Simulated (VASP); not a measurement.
Given:

```xyz
2
Lattice="0.0000 3.1063 3.1063 3.1063 0.0000 3.1063 3.1063 3.1063 0.0000" Properties=species:S:1:pos:R:3 pbc="T T T"
Pb     0.0000     0.0000     0.0000
Se     3.1063     3.1063     3.1063
```

All values below come from PBE GGA, VASP's PBE PAW potentials (set 64) (plane waves; VASP 6.6.1). Settings: 400 eV cut-off, 7×7×7 Γ-centred mesh, Gaussian smearing of 0.050 eV, potentials Pb_d Se.

Estimate the energy per atom (σ→0).

The energy per atom (σ→0) is -4100 meV/atom.

Only differences to runs with the same potentials and settings are physical.

The compound is PbSe in the rock salt structure. It was relaxed first. The start is the result of an earlier pass.
